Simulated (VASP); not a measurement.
Consider the following.

```
CELL_PARAMETERS angstrom
      2.58592     0.00000     0.00000
      0.00000     2.58592     0.00000
      0.00000     0.00000     2.58592
ATOMIC_POSITIONS crystal
  Mo 0.00000 0.00000 0.00000
```

Method: r2SCAN meta-GGA, VASP's PBE PAW potentials (set 64) (plane waves; VASP 6.6.1). Run with 400 eV cut-off, 16×16×16 Γ-centred mesh, tetrahedra with Blöchl corrections, potentials Mo_sv.

Question: Give the energies of bands 5 to 10 at the high-symmetry points, in eV from the Fermi level.

Answer: 
```tsv
band	Γ	X	M	R
5	-6.93	-3.75	-5.68	-3.96
6	-4.62	-3.65	-2.50	-3.96
7	-4.62	-0.02	1.45	-3.96
8	4.16	0.76	1.45	6.56
9	4.16	0.76	6.10	6.56
10	4.16	4.50	6.10	8.06
```

It has no gap at this level: it comes out as a metal or semimetal.

The structure was generated: Mo was put into the simple-cubic type (Pm-3m), which need not be its known phase. It was relaxed first.
